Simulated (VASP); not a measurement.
Input:

```
CELL_PARAMETERS angstrom
      2.72302     0.00000     0.00000
      0.00000     2.72302     0.00000
      0.00000     0.00000     2.72302
ATOMIC_POSITIONS crystal
  Pd 0.00000 0.00000 0.00000
  C  0.50000 0.50000 0.50000
```

Calculation: PBE GGA with D4 dispersion, VASP's PBE PAW potentials (set 64) (plane waves; VASP). Run with 520 eV cut-off, 9×9×9 Γ-centred mesh, Gaussian smearing of 0.050 eV, potentials Pd C.

**Question.** Give the stress tensor in GPa (positive for a compressed cell).

**Answer.** 
```
6.07  0.00  0.00
0.00  6.07  0.00
0.00  0.00  6.07
```
The pressure is its mean diagonal, 6.07 GPa.

The structure was generated: PdC was put into the CsCl type (Pm-3m), which need not be its known phase. The cell was not relaxed at this level. The run is one of a series of settings (IVDW = 13 against the base run), some of them coarse on purpose.
